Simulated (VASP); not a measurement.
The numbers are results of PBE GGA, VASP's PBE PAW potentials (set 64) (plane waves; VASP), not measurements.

The input files of a VASP run:

INCAR:
```
# general
SYSTEM  =  Si
PREC    =  Accurate
ENCUT   =  300
LREAL   =  .FALSE.
LASPH   =  .TRUE.

# electronic loop
EDIFF   =  1E-6
NELM    =  100
ALGO    =  Normal

# smearing
ISMEAR  =  -1
SIGMA   =  0.01

# functional
GGA     =  PE

# ions
ISIF    =  2

# output
LWAVE   =  .FALSE.
LCHARG  =  .FALSE.
```

**KPOINTS**
```
Automatic
0
G
 2 2 2
```

**POSCAR**
```
Si
3.8402970
  0.0000000000   0.7071067680   0.7071067680
  0.7071067680   0.0000000000   0.7071067680
  0.7071067680   0.7071067680   0.0000000000
Si
2
direct
  0.0000000000   0.0000000000   0.0000000000
  0.2500000000   0.2500000000   0.2500000000
```

POTCAR, in this order: Si (PBE.64 set). Program: vasp_std.

What VASP printed:

OSZICAR:
```
       N       E                     dE             d eps       ncg     rms          rms(c)
DAV:   1     0.376645120153E+01    0.37665E+01   -0.24311E+03    48   0.515E+02
DAV:   2    -0.840489466668E+01   -0.12171E+02   -0.11679E+02    72   0.678E+01
DAV:   3    -0.865385323891E+01   -0.24896E+00   -0.24896E+00    72   0.111E+01
DAV:   4    -0.865420418537E+01   -0.35095E-03   -0.35095E-03    64   0.382E-01
DAV:   5    -0.865420708157E+01   -0.28962E-05   -0.28962E-05    72   0.322E-02    0.571E+00
DAV:   6    -0.839091344643E+01    0.26329E+00   -0.15937E-01    64   0.216E+00    0.358E+00
DAV:   7    -0.827793900314E+01    0.11297E+00   -0.31644E-01    48   0.329E+00    0.326E-01
DAV:   8    -0.828317967982E+01   -0.52407E-02   -0.90596E-03    48   0.687E-01    0.754E-02
DAV:   9    -0.828421880651E+01   -0.10391E-02   -0.89549E-04    64   0.212E-01    0.615E-02
DAV:  10    -0.828433095507E+01   -0.11215E-03   -0.13457E-04    48   0.881E-02    0.967E-03
DAV:  11    -0.828433301950E+01   -0.20644E-05   -0.19819E-06    64   0.119E-02    0.432E-03
DAV:  12    -0.828433326208E+01   -0.24258E-06   -0.39968E-07    40   0.514E-03
   1 F= -.82843333E+01 E0= -.82843333E+01  d E =-.486117E-11
```

File OUTCAR:
```
------------------------ aborting loop because EDIFF is reached ----------------------------------------
  FORCE on cell =-STRESS in cart. coord.  units (eV):
  Direction    XX          YY          ZZ          XY          YZ          ZX
  --------------------------------------------------------------------------------------
  Total        2.4290512      2.4290512      2.4290512      0.0000000     -0.0000000      0.0000000
  in kB       97.1779709     97.1779709     97.1779709      0.0000000     -0.0000000      0.0000000
  external PRESSURE =      97.1779709 kB  Pullay stress =       0.0000000 kB
  volume of cell :       40.05
      direct lattice vectors                 reciprocal lattice vectors
     0.000000000  2.715500000  2.715500000    -0.184128153  0.184128153  0.184128153
     2.715500000  0.000000000  2.715500000     0.184128153 -0.184128153  0.184128153
     2.715500000  2.715500000  0.000000000     0.184128153  0.184128153 -0.184128153
 POSITION                                       TOTAL-FORCE (eV/Angst)
 -----------------------------------------------------------------------------------
      0.00000      0.00000      0.00000        -0.000000     -0.000000     -0.000000
      1.35775      1.35775      1.35775         0.000000      0.000000      0.000000
 -----------------------------------------------------------------------------------
    total drift:                               -0.000000     -0.000000      0.000000
  FREE ENERGIE OF THE ION-ELECTRON SYSTEM (eV)
  ---------------------------------------------------
  free  energy   TOTEN  =        -8.2843332621 eV

  energy  without entropy=       -8.2843332621  energy(sigma->0) =       -8.28433326
```
(Selected blocks of OUTCAR.)

The structure is a typed Si crystal (Fd-3m). The cell was not relaxed at this level. The k-mesh is coarse (spacing up to 1.00 per Å, 2π included), so the numbers may not be converged in it. The run is one of a series of settings (KPOINTS 2×2×2 Γ-centred mesh against the base run), some of them coarse on purpose.
